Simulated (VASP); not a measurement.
```yaml
crystal:
  lattice:
    - [2.83731, 0.00000, 0.00000]
    - [0.00000, 2.83731, 0.00000]
    - [0.00000, 0.00000, 2.83731]
  atoms:
    - { symbol: Ga, position: [0.50000, 0.50000, 0.50000] }
    - { symbol: Co, position: [0.00000, 0.00000, 0.00000] }
```

All values below come from PBEsol GGA, VASP's PBE PAW potentials (set 64) (plane waves; VASP). Run with 400 eV cut-off, 14×14×14 Γ-centred mesh, tetrahedra with Blöchl corrections, potentials Ga_d Co.

Question: Estimate the energy per atom (σ→0), band gap (on the k-mesh) with the smallest direct gap where there is one.

Answer: 
```
Quantity                                                     Value
------------------------  ----------------------------------------
band gap (on the k-mesh)  none (metal, semimetal or under 0.01 eV)
energy per atom (σ→0)                               -5.887 eV/atom
```

Total energies compare only between runs with the same potentials, cut-off and functional.

The compound is CoGa in the CsCl type structure. It was relaxed first. The run is not spin-polarised, so no magnetic state was tried.
